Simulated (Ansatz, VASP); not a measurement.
One calculation of Rb2Si2S, two programs

```xyz
5
Lattice="5.8396 0.0000 0.0000 0.0000 5.8396 0.0000 0.0000 0.0000 6.3665" Properties=species:S:1:pos:R:3 pbc="T T T"
Rb    0.0000    0.0000    0.0000
Rb    2.9198    2.9198    3.1832
Si    0.0000    2.9198    0.0000
Si    2.9198    0.0000    0.0000
S     2.9198    2.9198    0.0000
```

Alike in both runs: functional PBE; k mesh 6 × 6 × 6; occupations gaussian, width 0.1 eV; no spin polarisation.

Ansatz relaxed the structure, and its values are those at the end. VASP's run is a single point on that final structure, the one shown.

|  | VASP | Ansatz |
| --- | --- | --- |
| version | VASP 6.6.1 | Ansatz 0.2.0 |
| potentials or method | VASP PAW PBE potentials, release 64 (Rb_sv, Si, S) | scalar-relativistic, plane waves, PAW |
| plane-wave cutoff (eV) | 520 | 420 |
| valence electrons in the cell | 32 | 32 |

|  | VASP | Ansatz | Ansatz less VASP |
| --- | --- | --- | --- |
| gap on the k mesh at the Fermi level (eV) | none | none | - |
| pressure (GPa) | 0.0 | 0.0 | -0.02 |

A gap of «none» marks a metal or a gap that the smearing closes.
